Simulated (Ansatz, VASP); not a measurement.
# GaAs: VASP beside Ansatz, part 2 of 2

Aim: how closely do two programs agree when they are given the same cell, functional and k mesh? The cell is taken from a series of runs on this material, whose earlier steps may have relaxed, scaled, displaced or heated it; both programs get it as it stands.

VASP 6.6.1 and Ansatz 0.2.0.

So far. Step 2 (VASP: single point, HSE06): The run ends at a pressure of 2.14 GPa.

### 3. Ansatz: single point, HSE06

Level of this step: Ansatz beside VASP: Kohn-Sham DFT, plane waves, HSE06 (Ansatz).

Ansatz runs on its PAW soft_1 files.

The same cell, functional, mesh and smearing now go to Ansatz.

Contents of input.yaml:

```yaml
crystal:
  lattice:
    - [0.0, 2.8106569262, 2.8106569262]
    - [2.8106569262, 0.0, 2.8106569262]
    - [2.8106569262, 2.8106569262, 0.0]
  atoms:
    - { symbol: As, position: [0.75, 0.75, 0.75] }
    - { symbol: Ga, position: [0.0, 0.0, 0.0] }
kpoints:
  mp_grid: { grid: [6, 6, 6] }
scf:
  occupations: { method: fermi_dirac, width: 0.02 }
hamiltonian:
  xc: hse06
  pseudopotentials: { kind: paw, azcp: { folder: soft_1 } }
basis:
  ecutwfc: 600
output:
  forces: true
  stress: true
```

Launch:

```
> ansatz run input.yaml --threads 8 --pin off --max-ram 18432MiB --backend cpu --events-out ev --progress --plain --runs-dir out
```

Numbers of over 12 decimals in the logs are rounded to 6 here.

The program printed:

```text
Warning: output.stress: scf.convergence.dr2_threshold = 1e-7 eV (the SCF's general default) is looser than the 2e-10 eV advised for a printed stress (1e-10 eV for each atom of the cell: 2). What an SCF threshold leaves in a stress goes as its square root, and in the free energy as the threshold itself, and one threshold admits the most on a small cell: [figures from the program's tests cut] Set scf.convergence.dr2_threshold to 2e-10 eV or tighter. The threshold is an SCF's pass mark: one that does not reach it within its budget of iterations ends unconverged, or closes short of it on a stop that the run arms, and scf.convergence.dr2_threshold's page says what that costs each kind of run
Warning: output.stress: scf.exx.energy_threshold = 1e-6 eV is looser than the 2e-8 eV advised for a stress under a hybrid functional (1e-8 eV for each atom of the cell: 2). Every SCF of the exchange loop can meet its threshold on dr2 while the loop round them stops early: no threshold on dr2 bounds what that leaves in the stress. Set scf.exx.energy_threshold to 2e-8 eV or tighter. The threshold is the loop's pass mark: a loop that does not reach it within its budget of cycles ends unconverged, and scf.exx.energy_threshold's page has the law
Engine: ansatz 0.2.0, aarch64-unknown-linux-gnu
Pseudopotentials: kind: paw
Pseudopotential: As, paw, valence charge 15, recommended cutoff 420 eV (normal), soft_1/As.paw.azcp
Pseudopotential: Ga, paw, valence charge 13, recommended cutoff 420 eV (normal), soft_1/Ga.paw.azcp
Functional definition: HSE06
  parameter a = 0.25
  parameter omega = 0.11/bohr
  exchange = pbe_x - a*pbe_x_sr(omega) + a*exact_x_sr(omega)
  correlation = pbe_c
Crystal: 2 atoms, lattice volume = 44.407 Å³
Basis set: ecut = 600 eV, 1459 PW (Γ), exchange–correlation on 64×64×64 points (8 copies of the dense FFT grid, shifted against one another)
Bands: 18, of which v1, the nominal top of the filled ones, is band 14 counted from 1 (13 counted from 0)
Symmetry: 24 space group operations
Space group: F-43m (ITA 216), of the structure as read, at distance tolerance 3.5e-5 Å
k-points: 16 of 216 (time reversal used)
Non-local potential: As, projectors of the file, l = 0: 2, l = 1: 2, l = 2: 3, l = 3: 1
Non-local potential: Ga, projectors of the file, l = 0: 2, l = 1: 2, l = 2: 3, l = 3: 1
PAW form: soft (Blöchl's): semilocal exchange-correlation on the pseudo side does not see the compensation charge
PAW frozen core: As, regenerated for the run's functional, and the local potential with it (the file was generated under x = pbe(κ = 0.804, μ = 0.219515), c = pbe(β = 0.066725))
PAW frozen core: Ga, regenerated for the run's functional, and the local potential with it (the file was generated under x = pbe(κ = 0.804, μ = 0.219515), c = pbe(β = 0.066725))
PAW one-centre angular grid: As, 590 points (default); XC on 64 Gauss nodes
PAW one-centre angular grid: Ga, 590 points (default); XC on 64 Gauss nodes
Initial density: superposition of atomic densities (chi_scale 0.1, normalization cell, long waves kept (reshape's long-wave potential 0.00 eV rms))
Initial wavefunctions: pseudopotential atomic-orbital guess
Functional: x = pbe(κ = 0.804, μ = 0.219515), c = pbe(β = 0.066725), warm-up for x = pbe(κ = 0.804, μ = 0.219515) + 0.25 (exact − pbe) at short range (hse, ω = 0.207870 Å⁻¹), c = pbe(β = 0.066725); HSE06 as pw.x's `hse` composes it (authors' and Libxc's form: `xc: wpbeh`)
SCF iter   1: F=—  HF=-8639.844658 eV  |F-HF|=—  |Δ(HF+E_count)|=         —  Δρ=4.45e-2  dr2=4.67e-1  ethr=1.00e-1  ⟨swp⟩=5.6  Hψ=786  notcnv=0
preconditioner: auto → none  [insulator: Δε(μ)=0.650 eV  Ē_g=15.824 eV  σ=0.020 eV  W_gap=1.00  n_scr=14 (ndim 8)  ℏωp=23.6 eV  f_vac=0.000  D(μ)=0.00/eV (n_scr^D=0)]
SCF iter   2: F=—  HF=-8639.822935 eV  |F-HF|=—  |Δ(HF+E_count)|=   2.17e-2  Δρ=2.03e-2  dr2=1.05e-1  ethr=1.67e-3  ⟨swp⟩=4.8  Hψ=758  notcnv=0  defer=2
iter 3 solved again at ethr=6.02e-6 eV; its pass at ethr=3.75e-4 eV (dr2=1.69e-3 eV) is discarded
SCF iter   3: F=—  HF=-8639.813715 eV  |F-HF|=—  |Δ(HF+E_count)|=   9.22e-3  Δρ=3.10e-3  dr2=2.03e-3  ethr=6.02e-6  ⟨swp⟩=4.4  Hψ=1638  notcnv=0  defer=1
SCF iter   4: F=—  HF=-8639.810701 eV  |F-HF|=—  |Δ(HF+E_count)|=   3.01e-3  Δρ=1.06e-3  dr2=4.79e-4  ethr=6.02e-6  ⟨swp⟩=4.0  Hψ=933  notcnv=0
SCF iter   5: F=-8639.810598 eV  HF=-8639.810596 eV  |F-HF|=2.19e-6  |Δ(HF+E_count)|=   1.05e-4  Δρ=3.57e-4  dr2=2.61e-5  ethr=1.71e-6  ⟨swp⟩=3.1  Hψ=624  notcnv=0
SCF 1 stopped early in 5 iterations: F = -8639.810598 eV  dr2 = 2.61e-5
  greatest PAW one-centre occupation: 0.999 electrons in one spin orbital (limit 2), on the As atom at site 0 (counted from 0), in its partial waves of l = 2
Initial density: handed on by an earlier stage of this run
Initial wavefunctions: those handed on with the density
Functional: x = pbe(κ = 0.804, μ = 0.219515) + 0.25 (exact − pbe) at short range (hse, ω = 0.207870 Å⁻¹), c = pbe(β = 0.066725); HSE06 as pw.x's `hse` composes it (authors' and Libxc's form: `xc: wpbeh`)
Exchange kernel: α = 0.2500, screened, ω = 0.2079 Å⁻¹, Wigner–Seitz truncation, v(0) = 1046.6052 eV·Å³, q-mesh 6×6×6, nearest image of the exchange supercell L = 23.85 Å, pair-density grid 18×18×18, without the augmentation charges, whose exchange is taken in its separable form by FFT convolution over the k-point mesh (sized by the pseudopotential files, 27×27×27 at the most), smooth part of the exact exchange by density-matrix convolution
Frozen-core exchange: fock
SCF iter   1: F=—  HF=-8641.604292 eV  |F-HF|=—  |Δ(HF+E_count)|=         —  Δρ=1.45e-2  dr2=3.57e-2  ethr=9.33e-7  ⟨swp⟩=6.4  Hψ=1490  notcnv=0
preconditioner: auto → none  [insulator: Δε(μ)=1.464 eV  Ē_g=18.298 eV  σ=0.020 eV  W_gap=1.00  n_scr=14 (ndim 8)  ℏωp=23.6 eV  f_vac=0.074  D(μ)=0.00/eV (n_scr^D=0)]
SCF iter   2: F=—  HF=-8641.585226 eV  |F-HF|=—  |Δ(HF+E_count)|=   1.91e-2  Δρ=3.67e-3  dr2=8.69e-3  ethr=9.33e-7  ⟨swp⟩=5.0  Hψ=1176  notcnv=0
SCF iter   3: F=—  HF=-8641.583310 eV  |F-HF|=—  |Δ(HF+E_count)|=   1.92e-3  Δρ=1.81e-3  dr2=1.34e-3  ethr=9.33e-7  ⟨swp⟩=4.0  Hψ=921  notcnv=0
SCF iter   4: F=—  HF=-8641.592557 eV  |F-HF|=—  |Δ(HF+E_count)|=   9.25e-3  Δρ=1.58e-3  dr2=4.28e-4  ethr=9.33e-7  ⟨swp⟩=4.1  Hψ=1104  notcnv=0
SCF iter   5: F=—  HF=-8641.592410 eV  |F-HF|=—  |Δ(HF+E_count)|=   1.47e-4  Δρ=2.87e-4  dr2=3.26e-5  ethr=9.33e-7  ⟨swp⟩=3.0  Hψ=726  notcnv=0
SCF iter   6: F=-8641.592516 eV  HF=-8641.592521 eV  |F-HF|=4.93e-6  |Δ(HF+E_count)|=   1.11e-4  Δρ=1.72e-4  dr2=7.52e-6  ethr=6.49e-8  ⟨swp⟩=4.1  Hψ=686  notcnv=0
SCF 2 stopped early in 6 iterations: F = -8641.592516 eV  dr2 = 7.52e-6
hybrid outer 1: dexx = +1.055e-2 eV, tail = 6.97e-5 eV
Exchange kernel: α = 0.2500, screened, ω = 0.2079 Å⁻¹, Wigner–Seitz truncation, v(0) = 1046.6052 eV·Å³, q-mesh 6×6×6, nearest image of the exchange supercell L = 23.85 Å, pair-density grid 18×18×18, without the augmentation charges, whose exchange is taken in its separable form by FFT convolution over the k-point mesh (sized by the pseudopotential files, 27×27×27 at the most), smooth part of the exact exchange by density-matrix convolution
Frozen-core exchange: fock
SCF iter   1: F=—  HF=-8641.592531 eV  |F-HF|=—  |Δ(HF+E_count)|=         —  Δρ=6.43e-5  dr2=8.93e-7  ethr=1.25e-6  ⟨swp⟩=3.9  Hψ=650  notcnv=0
preconditioner: auto → none  [insulator: Δε(μ)=1.569 eV  Ē_g=18.110 eV  σ=0.020 eV  W_gap=1.00  n_scr=14 (ndim 8)  ℏωp=23.6 eV  f_vac=0.076  D(μ)=0.00/eV (n_scr^D=0)]
SCF iter   2: F=—  HF=-8641.592536 eV  |F-HF|=—  |Δ(HF+E_count)|=   4.81e-6  Δρ=4.71e-5  dr2=6.82e-7  ethr=2.20e-9  ⟨swp⟩=4.5  Hψ=1035  notcnv=0  defer=1
SCF iter   3: F=—  HF=-8641.592536 eV  |F-HF|=—  |Δ(HF+E_count)|=   1.20e-7  Δρ=1.71e-5  dr2=7.54e-8  ethr=2.11e-9  ⟨swp⟩=2.2  Hψ=517  notcnv=0
SCF iter   4: F=-8641.592536 eV  HF=-8641.592536 eV  |F-HF|=3.32e-9  |Δ(HF+E_count)|=   1.45e-7  Δρ=2.28e-6  dr2=2.95e-9  ethr=2.00e-10  ⟨swp⟩=3.5  Hψ=635  notcnv=0  defer=2
SCF 3 converged in 4 iterations: F = -8641.592536 eV  dr2 = 2.95e-9
  Residual-converged pass: ⟨swp⟩=4.0  Hψ=822  notcnv=0  max |occ|·‖R‖ = 2.4e-6 eV (tolerance 2.4e-6 eV)  dr2=2.89e-9  dr2_onsite=1.81e-9  max |Δocc| = 3.5e-24
hybrid outer 2: dexx = +1.724e-6 eV, tail = 4.89e-8 eV, Δε = 3.38e-3 eV (about 1.22e-4 eV left of the loop's levels)
hybrid SCF converged: 2 outer / 10 inner (+5 warm-up), last move |dexx| = 1.72e-6 eV, tail = 4.89e-8 eV
Stability not checked: this state was not tested for a lower state beside it, because the functional holds exact exchange (a hybrid, or Hartree-Fock), whose exchange loop this test does not read (fock_operator; see scf.lower_state_search)
Free energy (F): -8641.592536 eV
Frozen-core exchange: fock
Harris-Foulkes:  -8641.592536 eV  (|F-HF|=3.32e-9)
Internal energy: -8641.592536 eV  (E = F + TS)
E sigma→0 (E₀):  -8641.592536 eV
Fermi energy:    8.543929 eV
--- Per-component energies (eV) ---
  E_band       = -389.426155
  E_kinetic    = 208.469653
  E_local      = -3636.044709  (includes V_loc(G=0)·N_el)
  E_nonlocal   = -486.115951
  E_hartree    = 2129.404249
  E_xc         = -108.264918
  E_vxc        = -104.486752  (∫ρ·V_xc dr)
  E_exx        = -109.423963  (= α·E_x^exact, valence–valence)
  E_paw        = -3924.692892  (= ΣΔE_a)
  E_vpaw       = -411.209183  (= ΣTr[D̂ρ^β])
  E_aug_tail   = -0.000001  (compensation charges beyond the density's cutoff)
  E_ewald      = -2714.276001
  E_core_change = -0.647986  (= ΣΔE_core)
  E_smearing   = -0.000000  (= −TS)
  E_closure    = -0.000016  (closes the sum)
  Σ components = -8641.592536   (vs F -8641.592536, Δ=0.00e0)
--- Forces (eV/Å), atoms counted from 1 ---
  atom   1  As     0.00000000     0.00000000     0.00000000
  atom   2  Ga     0.00000000    -0.00000000     0.00000000
  max |Σ_I F_I| component: 2.26e-17 eV/Å
--- Stress (GPa, compression-positive) ---
        2.545836      -0.000000      -0.000000
       -0.000000       2.545836       0.000000
       -0.000000       0.000000       2.545836
  P = ⅓ Tr σ = 2.5458 GPa (25.458 kbar)
--- Band table (eV; the first three rows and the last of 16) ---
  k-point 0: bands = [... 10 lower, -6.3375, 7.7483, 7.7483, 7.7483, 9.3175]
  k-point 1: bands = [... 10 lower, -5.9852, 4.9483, 7.3357, 7.3357, 10.2922]
  k-point 2: bands = [... 10 lower, -5.0610, 1.8865, 6.7292, 6.7292, 9.8060]
  k-point 15: bands = [... 10 lower, -3.4626, 0.4442, 4.0356, 4.2135, 11.7272]
  guard bands above this table: 3 of the run's 18 bands. The solve was not asked for them (output.publish_guard_bands: true or output.eigenvalues: true publishes all)
```

In the SCF lines HF is the Harris–Foulkes energy and dr2 the Hartree energy of the density residual, in eV; the loop may stop once dr2 is under the threshold and the program's other checks hold. Hψ counts applications of the Hamiltonian.

The run ends at a pressure of 2.55 GPa.

### 4. Comparison

Known differences besides the potentials themselves: exact exchange at q = 0 is treated differently, which shows on coarse meshes; VASP keeps PBE cores, Ansatz makes them for the functional; the data sets hold 28 valence electrons in Ansatz (on its PAW soft_1 files) and 18 in VASP; the cutoff is 600 eV in Ansatz and 400 eV in VASP; VASP takes a coarser grid for exact exchange (PRECFOCK = Fast). Total energies have different zeros and are not compared.

Both answers:

```tsv
quantity	Ansatz	VASP	difference
pressure (GPa)	2.55	2.14	+0.41
gap on the k mesh (eV)	1.569	1.565	+0.004
```

A gap on the mesh is an upper bound, since the band edges may lie between its points.

### 5. Results

| Property | Result |
| --- | --- |
| difference in gap on the k mesh (single point, HSE06) | 0.0043 eV |

In words: The difference in gap on the k mesh is 0.0043 eV (single point, HSE06), within the 0.08 eV picked in this series as the mark of a large difference. The data sets hold unlike numbers of valence electrons (28 in Ansatz and 18 in VASP), so part of the differences comes from the potentials. How closely two codes agree says nothing of how well the functional describes the real material.

[Lines on the potential files, build, host, timing and source positions are cut from VASP's logs without a mark.]

[Logs are printed without paths, hosts, clocks, repeated set-up lines and the standing remarks that a program may print on its own settings, such as how far it seeks lower states.]

[Hosts, paths, dates, database ids (printed as entryN), source tags and the programs' standing remarks are cut or masked in the printed files.]
